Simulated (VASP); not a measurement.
Input:

```
CELL_PARAMETERS angstrom
     10.93707     0.00000     0.00000
      0.00000    10.93707     0.00000
      0.00000     0.00000    10.93707
ATOMIC_POSITIONS crystal
  Si 0.50000 0.00000 0.00000
  Si 0.62500 0.12500 0.12500
  Si 0.75000 0.25000 0.00000
  Si 0.87500 0.37500 0.12500
  Si 0.75000 0.00000 0.25000
  Si 0.87500 0.12500 0.37500
  Si 0.00000 0.00000 0.00000
  Si 0.12500 0.12500 0.12500
  Si 0.25000 0.25000 0.00000
  Si 0.37500 0.37500 0.12500
  Si 0.50000 0.50000 0.00000
  Si 0.62500 0.62500 0.12500
  Si 0.75000 0.75000 0.00000
  Si 0.87500 0.87500 0.12500
  Si 0.25000 0.00000 0.25000
  Si 0.37500 0.12500 0.37500
  Si 0.50000 0.25000 0.25000
  Si 0.62057 0.37168 0.37634
  Si 0.75000 0.50000 0.25000
  Si 0.87500 0.62500 0.37500
  Si 0.50000 0.00000 0.50000
  Si 0.62500 0.12500 0.62500
  Si 0.75000 0.25000 0.50000
  Si 0.87500 0.37500 0.62500
  Si 0.75000 0.00000 0.75000
  Si 0.87500 0.12500 0.87500
  Si 0.00000 0.50000 0.00000
  Si 0.12500 0.62500 0.12500
  Si 0.25000 0.75000 0.00000
  Si 0.37500 0.87500 0.12500
  Si 0.00000 0.25000 0.25000
  Si 0.12500 0.37500 0.37500
  Si 0.25000 0.50000 0.25000
  Si 0.37072 0.62222 0.37282
  Si 0.50000 0.75000 0.25000
  Si 0.62500 0.87500 0.37500
  Si 0.00000 0.00000 0.50000
  Si 0.12500 0.12500 0.62500
  Si 0.25000 0.25000 0.50000
  Si 0.37826 0.37049 0.62154
  Si 0.62763 0.62226 0.62447
  Si 0.75000 0.75000 0.50000
  Si 0.87500 0.87500 0.62500
  Si 0.25000 0.00000 0.75000
  Si 0.37500 0.12500 0.87500
  Si 0.50000 0.25000 0.75000
  Si 0.62500 0.37500 0.87500
  Si 0.75000 0.50000 0.75000
  Si 0.87500 0.62500 0.87500
  Si 0.00000 0.75000 0.25000
  Si 0.12500 0.87500 0.37500
  Si 0.00000 0.50000 0.50000
  Si 0.12500 0.62500 0.62500
  Si 0.25000 0.75000 0.50000
  Si 0.37500 0.87500 0.62500
  Si 0.00000 0.25000 0.75000
  Si 0.12500 0.37500 0.87500
  Si 0.25000 0.50000 0.75000
  Si 0.37500 0.62500 0.87500
  Si 0.50000 0.75000 0.75000
  Si 0.62500 0.87500 0.87500
  Si 0.00000 0.75000 0.75000
  Si 0.12500 0.87500 0.87500
  S  0.49807 0.50037 0.49645
```

The numbers are results of PBE GGA, VASP's PBE PAW potentials (set 64) (plane waves; VASP), not measurements. Settings: PREC = Normal, LREAL = Auto, ISYM = 0, EDIFF = 1E-5, 400 eV cut-off, 1×1×1 Γ-centred mesh, Gaussian smearing of 0.050 eV, potentials Si S.

The supercell is sampled at Γ alone, which is coarse: total energies, pressure and levels can be off, energies of defects by several tenths of an eV.

Problem. The ions are relaxed. Give the cell that the relaxation ends in.

Solution. 
```
CELL_PARAMETERS angstrom
     10.93707     0.00000     0.00000
      0.00000    10.93707     0.00000
      0.00000     0.00000    10.93707
ATOMIC_POSITIONS crystal
  Si 0.49998 0.99988 0.99974
  Si 0.62545 0.12544 0.12566
  Si 0.74987 0.25015 0.00069
  Si 0.87413 0.37466 0.12581
  Si 0.74971 0.00036 0.25022
  Si 0.87390 0.12565 0.37459
  Si 0.00001 0.00007 0.00001
  Si 0.12518 0.12515 0.12520
  Si 0.25006 0.25004 0.99914
  Si 0.37468 0.37454 0.12458
  Si 0.49998 0.50023 0.99986
  Si 0.62523 0.62509 0.12523
  Si 0.74980 0.74976 0.99956
  Si 0.87477 0.87475 0.12522
  Si 0.24994 0.99892 0.24995
  Si 0.37451 0.12439 0.37453
  Si 0.49863 0.24929 0.24950
  Si 0.63104 0.36754 0.36833
  Si 0.74965 0.50046 0.25023
  Si 0.87474 0.62503 0.37460
  Si 0.50002 0.99970 0.50002
  Si 0.62546 0.12454 0.62537
  Si 0.74997 0.24974 0.50106
  Si 0.87511 0.37459 0.62513
  Si 0.75005 0.99900 0.74999
  Si 0.87481 0.12519 0.87480
  Si 0.99983 0.50001 0.99971
  Si 0.12553 0.62545 0.12538
  Si 0.25026 0.74969 0.00029
  Si 0.37461 0.87404 0.12545
  Si 0.99912 0.24999 0.25012
  Si 0.12459 0.37446 0.37476
  Si 0.24900 0.49851 0.24905
  Si 0.36634 0.63232 0.36655
  Si 0.50067 0.75002 0.24974
  Si 0.62506 0.87467 0.37480
  Si 0.99981 0.00012 0.49992
  Si 0.12582 0.12547 0.62545
  Si 0.24963 0.24933 0.49867
  Si 0.36872 0.36746 0.63101
  Si 0.63265 0.63173 0.63212
  Si 0.75027 0.75005 0.49902
  Si 0.87447 0.87401 0.62539
  Si 0.25030 0.00030 0.74975
  Si 0.37457 0.12562 0.87401
  Si 0.50123 0.24957 0.75007
  Si 0.62522 0.37468 0.87508
  Si 0.75045 0.49876 0.75033
  Si 0.87413 0.62545 0.87420
  Si 0.00042 0.74971 0.25012
  Si 0.12541 0.87411 0.37461
  Si 0.99992 0.50015 0.50001
  Si 0.12525 0.62497 0.62537
  Si 0.24959 0.75011 0.50092
  Si 0.37491 0.87460 0.62516
  Si 0.00072 0.25008 0.74981
  Si 0.12588 0.37467 0.87395
  Si 0.25048 0.50033 0.74953
  Si 0.37477 0.62506 0.87452
  Si 0.49937 0.74975 0.74988
  Si 0.62534 0.87388 0.87423
  Si 0.99959 0.74968 0.74989
  Si 0.12524 0.87474 0.87480
  S  0.49941 0.49931 0.49895
```

Problem. How much energy does the relaxation gain?

Solution. The energy (σ→0) changes by -6.6 meV/atom, in 8 ionic steps.

The cell is a supercell with a defect, built from Si (diamond): S_Si. The run is not spin-polarised, so no state with unpaired spins was tried.
